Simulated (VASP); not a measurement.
# A VASP study of ReB2 (r2SCAN + rVV10): structure first, properties next, part 3 of 7

Aim: relax ReB2, then compute properties on the relaxed cell. The start is a cell from a database of measured crystal structures.

VASP 6.6.1; r2SCAN with rVV10; plane waves and PAW (Re, B).

Still holding for the runs below: The k-mesh is coarse for a metal.

So far. Step 2 (Full relaxation (r2SCAN + rVV10)): It ends with a largest force of 0.003 eV/Å and a pressure of -0.01 GPa. The volume lies +0.2 % from that of the database's start. Step 3 (Single point with fields (r2SCAN + rVV10)): In this run the pressure is -0.01 GPa, small enough to go on; single stress components reach 0.17 GPa.

### Step 4. Bands along the symmetry lines (r2SCAN + rVV10)

The mesh alone shows little of the dispersion and can miss band extrema, so KPOINTS_OPT adds a path through the symmetry points after the self-consistent cycle.

The input, INCAR:

```
SYSTEM = ReB2
PREC = Accurate
ENCUT = 420
EDIFF = 1E-06
NELM = 100
ISMEAR = 0
SIGMA = 0.05
LREAL = .FALSE.
ALGO = Normal
METAGGA = R2SCAN
LUSE_VDW = .TRUE.
IVDW_NL = 2
BPARAM = 11.95
CPARAM = 0.0093
LASPH = .TRUE.
NBANDS = 29
LORBIT = 11
LWAVE = .FALSE.
LCHARG = .FALSE.
KPAR = 4
```

The input, POSCAR:

```
ReB2
1.0
    2.9017840246      0.0000000000      0.0000000000
   -1.4508920123      2.5130186816      0.0000000000
    0.0000000000      0.0000000000      7.4800785083
Re B
2 4
Direct
    0.3333333333      0.6666666667      0.2500000000
    0.6666666667      0.3333333333      0.7500000000
    0.3333333333      0.6666666667      0.5480082846
    0.6666666667      0.3333333333      0.0480082846
    0.3333333333      0.6666666667      0.9519917154
    0.6666666667      0.3333333333      0.4519917154
```

The input, KPOINTS:

```
Automatic mesh
0
Gamma
8 8 3
0 0 0
```

The input, KPOINTS_OPT:

```
Line mode
16
Line-mode
Reciprocal
  0.00000000   0.00000000   0.00000000 GAMMA
  0.50000000   0.00000000   0.00000000 M

  0.50000000   0.00000000   0.00000000 M
  0.33333333   0.33333333   0.00000000 K

  0.33333333   0.33333333   0.00000000 K
  0.00000000   0.00000000   0.00000000 GAMMA

  0.00000000   0.00000000   0.00000000 GAMMA
  0.00000000   0.00000000   0.50000000 A

  0.00000000   0.00000000   0.50000000 A
  0.50000000   0.00000000   0.50000000 L

  0.50000000   0.00000000   0.50000000 L
  0.33333333   0.33333333   0.50000000 H

  0.33333333   0.33333333   0.50000000 H
  0.00000000   0.00000000   0.50000000 A

  0.50000000   0.00000000   0.50000000 L
  0.50000000   0.00000000   0.00000000 M

  0.33333333   0.33333333   0.00000000 K
  0.33333333   0.33333333   0.50000000 H
```

Potentials, in the order of the species: Re and B (PBE family, release 64).

Run with:

```console
mpirun -np 4 vasp_std
```

The program printed:

```text
[banner, memory and clock lines left out]
running    4 mpi-ranks, on    1 nodes
 distrk:  each k-point on    1 cores,    4 groups
 distr:  one band on    1 cores,    1 groups

 POSCAR found type information on POSCAR ReB
 POSCAR found :  2 types and       6 ions
 [... a notice as in an earlier step ...]

 [... a notice as in an earlier step ...]

 LDA part: xc-table for (None), standard interpolation
 POSCAR, INCAR and KPOINTS ok, starting setup
 FFT: planning ... GRIDC
 FFT: planning ... GRID_SOFT
 FFT: planning ... GRID
 WAVECAR not read
 entering main loop
       N       E                     dE             d eps       ncg     rms          rms(c)
Total rVV10 correction in eV:      0.2851813    35.8663179
Total rVV10 correction in eV:      0.2851813    35.8663179
Total rVV10 correction in eV:      0.2851813    35.8663179
Total rVV10 correction in eV:      0.2851813    35.8663179
DAV:   1    -0.408821928156E+02   -0.40882E+02   -0.11045E+04  2320   0.947E+02
DAV:   2    -0.141308538314E+03   -0.10043E+03   -0.93393E+02  2059   0.276E+02
DAV:   3    -0.144188317104E+03   -0.28798E+01   -0.28553E+01  2064   0.465E+01
DAV:   4    -0.144212949076E+03   -0.24632E-01   -0.24593E-01  1982   0.438E+00
DAV:   5    -0.144213402557E+03   -0.45348E-03   -0.45332E-03  1960   0.931E-01    0.584E+01
Total rVV10 correction in eV:      0.2664861    35.8663179
Total rVV10 correction in eV:      0.2664861    35.8663179
Total rVV10 correction in eV:      0.2664861    35.8663179
Total rVV10 correction in eV:      0.2664861    35.8663179
DAV:   6    -0.136763446894E+03    0.74500E+01   -0.13320E+01  2088   0.631E+01    0.102E+01
Total rVV10 correction in eV:      0.2672133    35.8663180
Total rVV10 correction in eV:      0.2672133    35.8663180
Total rVV10 correction in eV:      0.2672133    35.8663180
Total rVV10 correction in eV:      0.2672133    35.8663180
DAV:   7    -0.136663230933E+03    0.10022E+00   -0.15637E+00  2072   0.193E+01    0.133E+01
Total rVV10 correction in eV:      0.2660416    35.8663180
Total rVV10 correction in eV:      0.2660416    35.8663180
Total rVV10 correction in eV:      0.2660416    35.8663180
Total rVV10 correction in eV:      0.2660416    35.8663180
DAV:   8    -0.136631658591E+03    0.31572E-01   -0.13040E-01  2008   0.257E+00    0.129E+00
Total rVV10 correction in eV:      0.2657855    35.8663180
Total rVV10 correction in eV:      0.2657855    35.8663180
Total rVV10 correction in eV:      0.2657855    35.8663180
Total rVV10 correction in eV:      0.2657855    35.8663180
DAV:   9    -0.136622140429E+03    0.95182E-02   -0.96568E-03  1912   0.142E+00    0.438E-01
Total rVV10 correction in eV:      0.2658939    35.8663180
Total rVV10 correction in eV:      0.2658939    35.8663180
Total rVV10 correction in eV:      0.2658939    35.8663180
Total rVV10 correction in eV:      0.2658939    35.8663180
DAV:  10    -0.136621833839E+03    0.30659E-03   -0.77648E-04  1984   0.505E-01    0.386E-02
Total rVV10 correction in eV:      0.2659373    35.8663180
Total rVV10 correction in eV:      0.2659373    35.8663180
Total rVV10 correction in eV:      0.2659373    35.8663180
Total rVV10 correction in eV:      0.2659373    35.8663180
DAV:  11    -0.136621852546E+03   -0.18707E-04   -0.56521E-05  1912   0.540E-02    0.203E-02
Total rVV10 correction in eV:      0.2659721    35.8663180
Total rVV10 correction in eV:      0.2659721    35.8663180
Total rVV10 correction in eV:      0.2659721    35.8663180
Total rVV10 correction in eV:      0.2659721    35.8663180
DAV:  12    -0.136621851534E+03    0.10114E-05   -0.66615E-06  1784   0.493E-02    0.330E-03
Total rVV10 correction in eV:      0.2659712    35.8663180
Total rVV10 correction in eV:      0.2659712    35.8663180
Total rVV10 correction in eV:      0.2659712    35.8663180
Total rVV10 correction in eV:      0.2659712    35.8663180
DAV:  13    -0.136621852347E+03   -0.81270E-06   -0.24552E-07   880   0.701E-03
Total rVV10 correction in eV:      0.2659727    35.8663180
Total rVV10 correction in eV:      0.2659727    35.8663180
Total rVV10 correction in eV:      0.2659727    35.8663180
Total rVV10 correction in eV:      0.2659727    35.8663180
Total rVV10 correction in eV:      0.2659721    35.8663180
Total rVV10 correction in eV:      0.2659721    35.8663180
Total rVV10 correction in eV:      0.2659721    35.8663180
Total rVV10 correction in eV:      0.2659721    35.8663180
   1 F= -.13662185E+03 E0= -.13662006E+03  d E =-.358688E-02
 Start KPOINTS_OPT (optional k-point list driver)
k-point batch [1-20\144]
       N       E                     dE             ncg
DAV:   1     0.340634457553E+04   -0.77238E+04     2320
DAV:   2     0.135772575956E+04   -0.20486E+04     2040
DAV:   3     0.129895028129E+04   -0.58775E+02     2022
DAV:   4     0.129835855213E+04   -0.59173E+00     1984
DAV:   5     0.129834371143E+04   -0.14841E-01     1904
DAV:   6     0.129834301903E+04   -0.69240E-03     1936
DAV:   7     0.129834298979E+04   -0.29235E-04     1832
DAV:   8     0.129834298896E+04   -0.83127E-06     1072
[...]
k-point batch [141-144\144]
       N       E                     dE             ncg
DAV:   1     0.174879705039E+05   -0.37026E+04      464
DAV:   2     0.171056994283E+05   -0.38227E+03      400
DAV:   3     0.170940945672E+05   -0.11605E+02      400
DAV:   4     0.170939487028E+05   -0.14586E+00      408
DAV:   5     0.170939452749E+05   -0.34279E-02      408
DAV:   6     0.170939451806E+05   -0.94339E-04      408
DAV:   7     0.170939451770E+05   -0.35917E-05      320
DAV:   8     0.170939451769E+05   -0.63323E-07      272
```

Run time: 99 s. Hardware: 4 MPI ranks of Intel Xeon Platinum 8488C (Sapphire Rapids), shared host; peak memory 0.97 GiB.

From OUTCAR (step 4):

```text
 Found     20 irreducible k-points:

   k-points           NKPTS =     20   k-points in BZ     NKDIM =     20   number of bands    NBANDS=     29

   NELECT =      26.0000    total number of electrons

 E-fermi :   8.0267

 k-point     1 :       0.0000    0.0000    0.0000
  band No.  band energies     occupation
    ...
      8       5.1890      2.00000
      9       5.5281      2.00000
     10       5.5281      2.00000
     11       5.7019      2.00000
     12       5.7019      2.00000
     13       8.1015      0.03439
     14       8.1015      0.03439
     15      10.5148      0.00000
     16      10.5148      0.00000
     17      12.1772      0.00000
    ...

 k-point     2 :       0.1250    0.0000    0.0000
  band No.  band energies     occupation
    ...
     10       5.4487      2.00000
     11       5.6152      2.00000
     12       6.0702      2.00000
     13       7.1974      2.00000
     14       7.9184      1.99781
     15       9.8568      0.00000
     16      10.0873      0.00000
     17      12.9687      0.00000
     18      13.3303      0.00000
     19      13.5889      0.00000
    ...

  Total        0.0268742      0.0268742     -0.0547835      0.0000000      0.0000000     -0.0000000
  in kB        0.7893675      0.7893675     -1.6091378      0.0000000      0.0000000     -0.0000000
  external PRESSURE =      -0.0101342 kB  Pullay stress =       0.0000000 kB

 POSITION                                       TOTAL-FORCE (eV/Angst)
 -----------------------------------------------------------------------------------
     -0.00000      1.67535      1.87002        -0.000000     -0.000000      0.000000
      1.45089      0.83767      5.61006        -0.000000      0.000000      0.000000
     -0.00000      1.67535      4.09914         0.000000     -0.000000      0.003372
      1.45089      0.83767      0.35911        -0.000000      0.000000      0.003372
     -0.00000      1.67535      7.12097         0.000000     -0.000000     -0.003372
      1.45089      0.83767      3.38093        -0.000000      0.000000     -0.003372
 -----------------------------------------------------------------------------------
    total drift:                               -0.000000      0.000000     -0.000000

  FREE ENERGIE OF THE ION-ELECTRON SYSTEM (eV)
  ---------------------------------------------------
  free  energy   TOTEN  =      -136.6218523468 eV

  energy  without entropy=     -136.6182654685  energy(sigma->0) =     -136.62005891

[... 10 parts as in an earlier step ...]

[... 4 further parts left out ...]
```

Spin-orbit coupling is off here; it can split and shift levels that hold much weight on Re by tenths of an eV or more.

Numbers from this step:

```
SCF cycles : 13
bands      : 29
pressure   : -0.001013 GPa
```

The electronic bands at the labelled points (eV, zero at the Fermi level; # counts the bands kept in this run, so #1 is VASP's band 2):

```csv
point,#9,#10,#11,#12,#13,#14,#15,#16
Γ,-2.50,-2.32,-2.32,0.07,0.07,2.49,2.49,4.15
0.53 of the way,-3.15,-2.11,-2.01,-0.64,-0.26,1.20,1.72,5.35
M,-2.98,-2.21,-1.98,-1.17,2.64,2.84,3.93,4.00
0.47 of the way,-3.04,-2.57,-1.99,-1.38,2.03,2.93,3.88,4.46
K,-3.24,-3.24,-2.62,-0.94,2.02,2.02,3.88,4.54
0.47 of the way,-3.27,-2.68,-1.79,-1.00,-0.30,1.95,1.97,4.64
Γ,-2.50,-2.32,-2.32,0.07,0.07,2.49,2.49,4.15
0.53 of the way,-2.74,-1.83,-1.83,-0.41,-0.41,3.02,3.02,4.35
A,-2.85,-1.15,-1.15,-1.15,-1.15,3.93,3.93,3.93
0.47 of the way,-3.05,-2.80,-2.80,-0.62,-0.62,3.39,3.39,3.51
L,-3.98,-1.56,-1.56,1.84,1.84,3.04,3.04,3.81
0.53 of the way,-4.52,-2.33,-2.33,1.07,1.07,3.05,3.05,4.34
H,-4.38,-2.86,-2.86,0.75,0.75,2.49,2.49,5.16
0.47 of the way,-4.44,-2.95,-2.95,0.28,0.28,2.92,2.92,3.64
A,-2.85,-1.15,-1.15,-1.15,-1.15,3.93,3.93,3.93
jump to L,-3.98,-1.56,-1.56,1.84,1.84,3.04,3.04,3.81
0.53 of the way,-2.91,-2.39,-1.64,0.02,2.59,2.86,3.88,3.91
M,-2.98,-2.21,-1.98,-1.17,2.64,2.84,3.93,4.00
jump to K,-3.24,-3.24,-2.62,-0.94,2.02,2.02,3.88,4.54
0.53 of the way,-3.77,-3.18,-2.68,-0.45,2.31,2.31,2.40,4.83
H,-4.38,-2.86,-2.86,0.75,0.75,2.49,2.49,5.16
```

Of the projections kept (Re, B), the largest for each band there, as a share of the weight inside these atoms' spheres; weight between the spheres isn't counted:

```csv
point,#9,#10,#11,#12,#13,#14,#15,#16
Γ,Re 0.94,Re 0.64,Re 0.64,Re 0.99,Re 0.99,B 0.71,B 0.71,B 0.92
M,Re 0.83,Re 0.73,B 0.88,Re 0.95,Re 0.98,Re 0.99,Re 0.86,Re 0.91
K,Re 0.52,Re 0.52,Re 0.98,Re 0.84,Re 0.89,Re 0.89,Re 0.77,Re 0.81
Γ,Re 0.94,Re 0.64,Re 0.64,Re 0.99,Re 0.99,B 0.71,B 0.71,B 0.92
A,Re 0.81,Re 0.83,Re 0.83,Re 0.83,Re 0.83,B 0.53,B 0.53,B 0.53
L,Re 0.52,Re 0.67,Re 0.67,Re 0.73,Re 0.73,Re 0.92,Re 0.92,Re 0.88
```

There is no gap at this level.

(Part 3 of 7 ends here.)

[Lines on the potential files, build, host, timing and source positions are cut from VASP's logs without a mark.]

[Logs are printed without paths, hosts, clocks, repeated set-up lines and the standing remarks that a program may print on its own settings, such as how far it seeks lower states.]

[Hosts, paths, dates, database ids (printed as entryN), source tags and the programs' standing remarks are cut or masked in the printed files.]

[A measured line is paired with the nearest computed mode of its activity, which favours agreement.]

[In band tables of VASP the shares of atoms and orbitals are scaled to a sum of 1 inside the atoms' spheres.]
